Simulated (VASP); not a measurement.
# Tantalum: input slips in a relaxation and what they do

Some relaxations of Tantalum get a fault in the input on purpose. Which of them show, and how? The starting structure is a measured crystal structure from the Crystallography Open Database.

Method: Kohn-Sham DFT with plane waves and PAW; PBEsol, in VASP 6.6.1.

### 1. The starting structure

The structure is cubic, space group Im-3m (No. 229). Conventional cell: a = 3.306 Å, b = 3.306 Å, c = 3.306 Å, α = 90.00°, β = 90.00°, γ = 90.00°. Ta has 8 Ta at 2.86 Å nearest.

Coordinates:

```cif
data_structure
_symmetry_space_group_name_H-M 'P 1'
_symmetry_Int_Tables_number 1
_cell_length_a 2.8629
_cell_length_b 2.8629
_cell_length_c 2.8629
_cell_angle_alpha 109.471
_cell_angle_beta 109.471
_cell_angle_gamma 109.471
_cell_volume 18.06
loop_
_atom_site_label
_atom_site_type_symbol
_atom_site_fract_x
_atom_site_fract_y
_atom_site_fract_z
_atom_site_occupancy
Ta1 Ta 0.00000 0.00000 0.00000 1
```

### 2. Reference relaxation

File INCAR:

```
SYSTEM = Ta
PREC = Accurate
ENCUT = 450
EDIFF = 1E-06
NELM = 100
ISMEAR = 1
SIGMA = 0.1
LREAL = .FALSE.
ALGO = Normal
GGA = PS
NBANDS = 11
LORBIT = 11
LWAVE = .FALSE.
LCHARG = .FALSE.
KPAR = 2
IBRION = 2
NSW = 50
ISIF = 3
EDIFFG = -0.01
```

File POSCAR:

```
Ta
1.0
   -1.6529000000      1.6529000000      1.6529000000
    1.6529000000     -1.6529000000      1.6529000000
    1.6529000000      1.6529000000     -1.6529000000
Ta
1
Direct
    0.0000000000      0.0000000000      0.0000000000
```

File KPOINTS:

```
Automatic mesh
0
Gamma
12 12 12
0 0 0
```

The projector-augmented-wave data sets are Ta_pv (PBE family, release 64).

Started as:

```
$ mpirun -np 2 vasp_std
```

What it wrote:

```text
[banner, memory and clock lines left out]
running    2 mpi-ranks, on    1 nodes
 distrk:  each k-point on    1 cores,    2 groups
 distr:  one band on    1 cores,    1 groups

 POSCAR found type information on POSCAR Ta
 POSCAR found :  1 types and       1 ions
|                                                                             |
|               ----> ADVICE to this user running VASP <----                  |
|                                                                             |
|     You enforced a specific xc type in the INCAR file but a different       |
|     [... a line on the potential file left out ...]
|     I HOPE YOU KNOW WHAT YOU ARE DOING!                                     |
|                                                                             |

 LDA part: xc-table for (Slater+PW92), standard interpolation
 POSCAR, INCAR and KPOINTS ok, starting setup
 FFT: planning ... GRIDC
 FFT: planning ... GRID_SOFT
 FFT: planning ... GRID
 WAVECAR not read
 entering main loop
       N       E                     dE             d eps       ncg     rms          rms(c)
DAV:   1     0.525946755959E+02    0.52595E+02   -0.58700E+03  1600   0.859E+02
DAV:   2    -0.122062905512E+02   -0.64801E+02   -0.63313E+02  1752   0.234E+02
DAV:   3    -0.130451170444E+02   -0.83883E+00   -0.83161E+00  1941   0.266E+01
DAV:   4    -0.130477651813E+02   -0.26481E-02   -0.26478E-02  1737   0.155E+00
DAV:   5    -0.130477768843E+02   -0.11703E-04   -0.11703E-04  1891   0.990E-02    0.138E+01
DAV:   6    -0.126515254906E+02    0.39625E+00   -0.34752E-01  1791   0.646E+00    0.665E+00
DAV:   7    -0.125389345085E+02    0.11259E+00   -0.27883E-01  1803   0.536E+00    0.419E-01
DAV:   8    -0.125378255050E+02    0.11090E-02   -0.96940E-03  1856   0.801E-01    0.911E-02
DAV:   9    -0.125378132439E+02    0.12261E-04   -0.81163E-05  1796   0.989E-02    0.198E-02
DAV:  10    -0.125378107587E+02    0.24852E-05   -0.21592E-06  1590   0.154E-02    0.284E-03
DAV:  11    -0.125378107478E+02    0.10956E-07   -0.10097E-07  1001   0.377E-03
   1 F= -.12537811E+02 E0= -.12537478E+02  d E =-.125378E+02
[...]
2 F= -.12501302E+02 E0= -.12501277E+02  d E =0.365086E-01
[...]
3 F= -.12546868E+02 E0= -.12546912E+02  d E =-.905680E-02
 curvature:  -0.15 expect dE=-0.620E-05 dE for cont linesearch -0.620E-05
 ZBRENT: interpolating
 opt :   0.3204  next Energy=   -12.546873 (dE=-0.906E-02)
 bond charge predicted
       N       E                     dE             d eps       ncg     rms          rms(c)
DAV:   1    -0.125469049279E+02   -0.36956E-04   -0.93328E-04  1653   0.382E-01    0.515E-02
DAV:   2    -0.125468796530E+02    0.25275E-04   -0.29559E-05  1680   0.610E-02    0.172E-02
DAV:   3    -0.125468744468E+02    0.52063E-05   -0.14817E-05  1725   0.422E-02    0.627E-03
DAV:   4    -0.125468748759E+02   -0.42915E-06   -0.16886E-07   894   0.458E-03
   4 F= -.12546875E+02 E0= -.12546924E+02  d E =-.906413E-02
 curvature:  -0.14 expect dE=-0.163E-06 dE for cont linesearch -0.163E-06
 trial: gam=-0.00459 g(F)=  0.469E-63 g(S)=  0.117E-05 ort = 0.254E-03 (trialstep = 0.864E+00)
 search vector abs. value=  0.125E-09
 reached required accuracy - stopping structural energy minimisation
```

The job ended after 5.6 s (2 MPI ranks of Intel Xeon 6975P-C (Granite Rapids), shared host; peak memory 0.26 GiB).

Lines that name or quote the potential files are left out of all logs, and their timing lines are given in words.

Parts of OUTCAR (step 2):

```text
ion  position               nearest neighbor table
   1  0.000  0.000  0.000-

  LATTYP: Found a body centered cubic cell.
 ALAT       =     3.3058000000

 Subroutine GETGRP returns: Found 48 space group operations
 (whereof 48 operations were pure point group operations)

The static configuration has the point symmetry O_h .

 Found     72 irreducible k-points:

   k-points           NKPTS =     72   k-points in BZ     NKDIM =     72   number of bands    NBANDS=     11

   dimension x,y,z NGX =    20 NGY =   20 NGZ =   20
   dimension x,y,z NGXF=    40 NGYF=   40 NGZF=   40

   ENCUT  =  450.0 eV  33.07 Ry    5.75 a.u.   4.95  4.95  4.95*2*pi/ulx,y,z

   NELECT =      11.0000    total number of electrons

 k-points in reciprocal lattice and weights: Automatic mesh
   0.00000000  0.00000000  0.00000000       0.001
   0.08333333  0.00000000  0.00000000       0.007
   0.16666667  0.00000000  0.00000000       0.007
   0.25000000  0.00000000  0.00000000       0.007
   0.33333333  0.00000000  0.00000000       0.007
   0.41666667  0.00000000  0.00000000       0.007
   0.50000000  0.00000000  0.00000000       0.003
   0.08333333  0.08333333  0.00000000       0.014
   0.16666667  0.08333333  0.00000000       0.028
[...]
0.50000000  0.50000000  0.41666667       0.007
   0.50000000  0.50000000  0.50000000       0.001

 average (electrostatic) potential at core
       1 -35.9205

 E-fermi :   5.5213

 k-point     1 :       0.0000    0.0000    0.0000
  band No.  band energies     occupation
      1     -27.3675      2.00000
      2     -27.3675      2.00000
      3     -27.3675      2.00000
      4      -2.4991      2.00000
      5       6.2654     -0.00000
      6       6.2654     -0.00000
      7       6.2654     -0.00000
      8       9.6196      0.00000
      9       9.6196      0.00000
    ...

 k-point     2 :       0.0833    0.0000    0.0000
  band No.  band energies     occupation
      1     -27.4617      2.00000
      2     -27.3962      2.00000
      3     -27.3681      2.00000
      4      -2.1798      2.00000
      5       6.0592     -0.00000
      6       6.1983     -0.00000
      7       6.5804     -0.00000
      8       9.3038      0.00000
      9       9.6211      0.00000
    ...

 k-point     3 :       0.1667    0.0000    0.0000
  band No.  band energies     occupation
      1     -27.7125      2.00000
      2     -27.4740      2.00000
      3     -27.3697      2.00000
      4      -1.3034      2.00000
      5       5.5449      0.61140
      6       5.8786     -0.00001
      7       7.5034     -0.00000
      8       8.9180      0.00000
      9       9.6627      0.00000
     10      20.3119      0.00000
    ...

  Total       -0.0028446     -0.0028446     -0.0028446     -0.0000000     -0.0000000      0.0000000
  in kB       -0.2596702     -0.2596702     -0.2596702     -0.0000000     -0.0000000      0.0000000
  external PRESSURE =      -0.2596702 kB  Pullay stress =       0.0000000 kB

  energy-cutoff  :      450.00
  volume of cell :       17.55
      direct lattice vectors                 reciprocal lattice vectors
    -1.637131997  1.637131997  1.637131997     0.000000000  0.305412148  0.305412148
     1.637131997 -1.637131997  1.637131997     0.305412148  0.000000000  0.305412148
     1.637131997  1.637131997 -1.637131997     0.305412148  0.305412148  0.000000000

 POSITION                                       TOTAL-FORCE (eV/Angst)
 -----------------------------------------------------------------------------------
      3.27426      0.00000      0.00000         0.000000      0.000000      0.000000
 -----------------------------------------------------------------------------------
    total drift:                                0.000000     -0.000000     -0.000000

  FREE ENERGIE OF THE ION-ELECTRON SYSTEM (eV)
  ---------------------------------------------------
  free  energy   TOTEN  =       -12.5468748759 eV

  energy  without entropy=      -12.5470225805  energy(sigma->0) =      -12.54692411

 reached required accuracy - stopping structural energy minimisation

 total charge
# of ion       s       p       d       tot
------------------------------------------
    1        0.375   6.164   2.455   8.995

[... 3 further parts left out ...]
```

CONTCAR:

```
Ta
   1.00000000000000
    -1.6371319969471048    1.6371319969471048    1.6371319969471048
     1.6371319969471048   -1.6371319969471048    1.6371319969471048
     1.6371319969471048    1.6371319969471048   -1.6371319969471048
  Ta
     1
Direct
     0.0000000000000000    1.0000000000000000    1.0000000000000000
```

This run has no spin polarisation. Its electron count is odd, so without a moment it is a metal by construction. The PAW data sets were made with PBE, which is usual practice but a small mismatch for other functionals. The run keeps the 48 symmetry operations of its start, so it cannot find a distortion of lower symmetry.

The reference relaxation ends at 17.551 Å³ an atom. Pressures at 0.985 and 1.015 times this volume, from two more relaxations that aren't shown, give a bulk modulus of 205.7 GPa.

### 3. Relaxation with too few ionic steps

A slip made on purpose: too few ionic steps. Against step 2 the input has NSW = 2 (also changed: NELM).

INCAR, as its differences from that of step 2:

```diff
@@ -4,3 +4,3 @@
 EDIFF = 1E-06
-NELM = 100
+NELM = 60
 ISMEAR = 1
@@ -16,3 +16,3 @@
 IBRION = 2
-NSW = 50
+NSW = 2
 ISIF = 3
```

POSCAR is that of step 2.

KPOINTS is that of step 2.

Started as:

```
$ mpirun -np 2 vasp_std
```

What it wrote:

```text
[banner, memory and clock lines left out]
running    2 mpi-ranks, on    1 nodes
[...]
[... a notice as in an earlier step ...]

 LDA part: xc-table for (Slater+PW92), standard interpolation
 POSCAR, INCAR and KPOINTS ok, starting setup
[...]
entering main loop
       N       E                     dE             d eps       ncg     rms          rms(c)
[... 11 cycles as in an earlier step ...]
   1 F= -.12537811E+02 E0= -.12537478E+02  d E =-.125378E+02
[...]
N       E                     dE             d eps       ncg     rms          rms(c)
[... 7 cycles as in an earlier step ...]
   2 F= -.12501302E+02 E0= -.12501277E+02  d E =0.365086E-01
 trial-energy change:    0.036509  1 .order    0.039798   -0.055115    0.134712
 step:   0.3127(harm=  0.2903)  dis= 0.00000  next Energy=   -12.546528 (dE=-0.872E-02)
```

The job ended after 3.6 s (2 MPI ranks; peak memory 0.24 GiB).

OUTCAR, selected parts (step 3):

```text
  Total        1.5083258      1.5083258      1.5083258     -0.0000000      0.0000000     -0.0000000
  in kB      146.4815285    146.4815285    146.4815285     -0.0000000      0.0000000     -0.0000000
  external PRESSURE =     146.4815285 kB  Pullay stress =       0.0000000 kB

 POSITION                                       TOTAL-FORCE (eV/Angst)
 -----------------------------------------------------------------------------------
      3.20738      0.00000      0.00000        -0.000000     -0.000000      0.000000
 -----------------------------------------------------------------------------------
    total drift:                               -0.000000     -0.000000      0.000000

  FREE ENERGIE OF THE ION-ELECTRON SYSTEM (eV)
  ---------------------------------------------------
  free  energy   TOTEN  =       -12.5013021705 eV

  energy  without entropy=      -12.5012255321  energy(sigma->0) =      -12.50127662

[... 1 part as in an earlier step ...]

[... 2 further parts left out ...]
[key lines of the parts left out:]
E-fermi :   6.0930
```

The relaxation used up its 2 ionic steps (NSW) before forces and stress met EDIFFG.

### 4. Relaxation with a functional's name that the tag doesn't take

A slip made on purpose: a functional's name that the tag doesn't take. Against step 2 the input has GGA = PBESOL (also changed: NELM).

INCAR, as its differences from that of step 3:

```diff
@@ -9,3 +9,3 @@
 ALGO = Normal
-GGA = PS
+GGA = PBESOL
 NBANDS = 11
@@ -16,3 +16,3 @@
 IBRION = 2
-NSW = 2
+NSW = 50
 ISIF = 3
```

POSCAR is that of step 3.

KPOINTS is that of step 3.

Started as:

```
$ mpirun -np 2 vasp_std
```

What it wrote:

```text
[banner, memory and clock lines left out]
running    2 mpi-ranks, on    1 nodes
[...]
|                                                                             |
|     EEEEEEE  RRRRRR   RRRRRR   OOOOOOO  RRRRRR      ###     ###     ###     |
|     E        R     R  R     R  O     O  R     R     ###     ###     ###     |
|     E        R     R  R     R  O     O  R     R     ###     ###     ###     |
|     EEEEE    RRRRRR   RRRRRR   O     O  RRRRRR       #       #       #      |
|     E        R   R    R   R    O     O  R   R                               |
|     E        R    R   R    R   O     O  R    R      ###     ###     ###     |
|     EEEEEEE  R     R  R     R  OOOOOOO  R     R     ###     ###     ###     |
|                                                                             |
|     Error: One of the selected functionals does not exist.                  |
|                                                                             |
|       ---->  I REFUSE TO CONTINUE WITH THIS SICK JOB ... BYE!!! <----       |
|                                                                             |

1
1
```

It took 2.6 s on 2 MPI ranks.

VASP stopped with this message: “Error: One of the selected functionals does not exist”.

### 5. Relaxation with too few electronic steps

A slip made on purpose: too few electronic steps. Against step 2 the input has NELM = 4 (also changed: NSW).

File INCAR:

```
SYSTEM = Ta
PREC = Accurate
ENCUT = 450
EDIFF = 1E-06
NELM = 4
ISMEAR = 1
SIGMA = 0.1
LREAL = .FALSE.
ALGO = Normal
GGA = PS
NBANDS = 11
LORBIT = 11
LWAVE = .FALSE.
LCHARG = .FALSE.
KPAR = 2
IBRION = 2
NSW = 30
ISIF = 3
EDIFFG = -0.01
```

POSCAR is that of step 4.

KPOINTS is that of step 4.

Started as:

```
$ mpirun -np 2 vasp_std
```

What it wrote:

```text
[... set-up lines as in an earlier step ...]
 entering main loop
       N       E                     dE             d eps       ncg     rms          rms(c)
[... 4 cycles as in an earlier step ...]
 -----------------------------------------------------------------------------
|                                                                             |
|           W    W    AA    RRRRR   N    N  II  N    N   GGGG   !!!           |
|           W    W   A  A   R    R  NN   N  II  NN   N  G    G  !!!           |
|           W    W  A    A  R    R  N N  N  II  N N  N  G       !!!           |
|           W WW W  AAAAAA  RRRRR   N  N N  II  N  N N  G  GGG   !            |
|           WW  WW  A    A  R   R   N   NN  II  N   NN  G    G                |
|           W    W  A    A  R    R  N    N  II  N    N   GGGG   !!!           |
|                                                                             |
|     The electronic self-consistency was not achieved in the given           |
|     number of steps (NELM). The forces and other quantities evaluated       |
|     might not be reliable so examine the results carefully. If you find     |
|     spurious results, we suggest increasing NELM, if you were close to      |
|     convergence or switching to a different ALGO or adjusting the           |
|     density mixing parameters otherwise.                                    |
|                                                                             |
 -----------------------------------------------------------------------------

   1 F= -.13047765E+02 E0= -.13047121E+02  d E =-.130478E+02
[...]
|     The electronic self-consistency was not achieved in the given           |
[... from here on, the cycles between the ionic steps are left out ...]
   2 F= 0.62974955E+02 E0= 0.62975027E+02  d E =0.760227E+02
[...]
|     The electronic self-consistency was not achieved in the given           |
   3 F= -.12450978E+02 E0= -.12451043E+02  d E =0.596787E+00
   4 F= -.12484415E+02 E0= -.12484494E+02  d E =0.563350E+00
   5 F= -.12541700E+02 E0= -.12541723E+02  d E =0.506065E+00
   6 F= -.12546853E+02 E0= -.12546912E+02  d E =0.500912E+00
   7 F= -.12546871E+02 E0= -.12546917E+02  d E =0.500894E+00
   8 F= -.12546875E+02 E0= -.12546925E+02  d E =0.500890E+00
[...]
reached required accuracy - stopping structural energy minimisation
```

Elapsed: 7.2 s, on 2 MPI ranks; peak memory 0.28 GiB; 13 s of CPU time.

(Part 1 of 2 ends here.)

[Lines on the potential files, build, host, timing and source positions are cut from VASP's logs without a mark.]

[Logs are printed without paths, hosts, clocks, repeated set-up lines and the standing remarks that a program may print on its own settings, such as how far it seeks lower states.]

[Hosts, paths, dates, database ids (printed as entryN), source tags and the programs' standing remarks are cut or masked in the printed files.]
